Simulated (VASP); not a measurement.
```
CELL_PARAMETERS angstrom
      3.91575     0.00000     0.00000
      0.00000     3.91575     0.00000
      0.00000     0.00000     4.88282
ATOMIC_POSITIONS crystal
  Sn 0.50000 0.00000 0.75777
  Sn 0.00000 0.50000 0.24223
  O  0.50000 0.50000 0.00000
  O  0.00000 0.00000 0.00000
```

The numbers are results of optB86b-vdW, VASP's PBE PAW potentials (set 64) (plane waves; VASP), not measurements. Settings: 520 eV cut-off, 6×6×5 Γ-centred mesh, Gaussian smearing of 0.050 eV, potentials Sn_d O.

### Question
The ions and cell shape at fixed volume are relaxed. Which structure does the run end with?

### Answer

```
CELL_PARAMETERS angstrom
      3.85914     0.00000     0.00000
      0.00000     3.85914     0.00000
      0.00000     0.00000     5.02711
ATOMIC_POSITIONS crystal
  Sn 0.50000 0.00000 0.76879
  Sn 0.00000 0.50000 0.23121
  O  0.50000 0.50000 0.00000
  O  0.00000 0.00000 0.00000
```
Space group P4/nmm (129), at a tolerance of 0.03 Å.

### Question
How much energy does the relaxation gain?

### Answer
The energy (σ→0) changes by -11.8 meV/atom, in 7 ionic steps.

The compound is SnO in the litharge structure. This cell is one point of a volume scan, at 1.06 of the reference volume. Symmetry was kept, so distortions that lower it aren't found.
